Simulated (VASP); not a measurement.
Here is the system:

```
SnSe2
1.0
    2.02106    -3.50057     0.00000
    2.02106     3.50057     0.00000
    0.00000     0.00000     6.38251
Sn Se
1 2
Direct
  0.00000   0.00000   0.00000
  0.33333   0.66667   0.25502
  0.66667   0.33333   0.74498
```

Method: vdW-DF2, VASP's PBE PAW potentials (set 64) (plane waves; VASP 6.6.1). Numerical set-up: 520 eV cut-off, 6×6×3 Γ-centred mesh, Gaussian smearing of 0.050 eV, potentials Sn_d Se.

Problem. Estimate the energy per atom (σ→0).

Solution. 
```yaml
energy per atom (σ→0): -1.472 eV/atom
```

The absolute energy has meaning only against runs of the same code, potentials and settings.

The compound is SnSe2 in the 1T layered structure. It was relaxed first, which changed the volume by +17 %. The start is the result of an earlier pass.
